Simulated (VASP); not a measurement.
An input for Quantum ESPRESSO's pw.x (written as the equivalent of a VASP run, and not itself run):

```
&CONTROL
  calculation = 'vc-relax'
  pseudo_dir = './pseudo'
  outdir = './out'
  tprnfor = .true.
  tstress = .true.
  nstep = 40
  forc_conv_thr = 0.00078
/
&SYSTEM
  ibrav = 0
  nat = 2
  ntyp = 1
  ecutwfc = 66
  occupations = 'smearing'
  smearing = 'methfessel-paxton'
  degauss = 0.00735
  input_dft = 'pbesol'
/
&ELECTRONS
  conv_thr = 7.3e-08
  electron_maxstep = 100
/
&IONS
/
&CELL
  press = 450
/
ATOMIC_SPECIES
  Bi 208.980 Bi.upf
CELL_PARAMETERS angstrom
     3.4965689   -2.0178552   -0.0659187
     3.4965689    2.0178552   -0.0659187
     2.3945899   -0.0000000    3.2508492
ATOMIC_POSITIONS crystal
  Bi   0.2499679  0.2499679  0.2499679
  Bi   0.7500321  0.7500321  0.7500321
K_POINTS automatic
  11 11 11 0 0 0
```

### Question
Translate this input to VASP (INCAR, KPOINTS, POSCAR, choice of POTCAR).

### Answer
This is not unique; one that fits is 
File POSCAR:
```
Bi
1
    3.4965689208    -2.0178551836    -0.0659186789
    3.4965689208     2.0178551836    -0.0659186789
    2.3945899015    -0.0000000000     3.2508492068
Bi
2
Direct
  0.2499678695   0.2499678695   0.2499678701
  0.7500321305   0.7500321305   0.7500321299
```

INCAR:
```
LREAL  =  F   # projection in real space or not
NELM  =  100
SIGMA  =  0.1   # width (eV)
LASPH  =  T
GGA  =  PS   # PBEsol
ISMEAR  =  1   # Methfessel-Paxton
SYSTEM  =  Bi
LWAVE  =  F
LCHARG  =  F
PSTRESS  =  450
NSW  =  40   # most ionic steps
ISIF  =  3   # ions, shape and volume
IBRION  =  2
EDIFF  =  1E-6   # SCF stop (eV)
LMAXMIX  =  4
ENCUT  =  500
ALGO  =  Normal   # blocked Davidson
EDIFFG  =  -0.02   # ionic stop
PREC  =  Accurate
```

File KPOINTS:
```
Automatic mesh
0
Gamma
11 11 11
0 0 0
```

POTCAR, in this order: Bi_d (PBE.64 set). Program: vasp_std.

The two are equivalent in intent, not identical: the potentials are each code's own (VASP's PAW set, PseudoDojo norm-conserving files in pw.x), so ENCUT and ecutwfc are chosen apart and not converted; conv_thr bounds pw.x's estimated SCF error, while EDIFF bounds the energy change between steps; forc_conv_thr acts on force components and is met together with etot_conv_thr.

The compound is Bi in the a7 structure. It was relaxed first under an external pressure of 45 GPa.
